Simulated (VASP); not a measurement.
Consider the following.

```
CELL_PARAMETERS angstrom
      4.18625     0.00000     0.00000
      0.00000     4.18625     0.00000
      0.00000     0.00000     4.18625
ATOMIC_POSITIONS crystal
  La 0.00000 0.00000 0.00000
  B  0.80012 0.50000 0.50000
  B  0.19988 0.50000 0.50000
  B  0.50000 0.80012 0.50000
  B  0.50000 0.19988 0.50000
  B  0.50000 0.50000 0.80012
  B  0.50000 0.50000 0.19988
```

Calculation: PBE GGA, VASP's PBE PAW potentials (set 64) (plane waves; VASP). Run with 400 eV cut-off, 7×7×7 Γ-centred mesh, Gaussian smearing of 0.14 eV, potentials La B.

At this cut-off the stress carries a Pulay error, which pulls relaxed volumes low.

Problem. Give the stress tensor in GPa (positive for a compressed cell).

Solution. 
```
-3.77   0.00   0.00
 0.00  -3.77   0.00
 0.00   0.00  -3.77
```
The pressure is its mean diagonal, -3.77 GPa.

The structure comes from a computed database's LaB6 entry; how it stands against other phases isn't given here. The cell was not relaxed at this level. The electron count is odd and the run is not spin-polarised, which forces a metal.
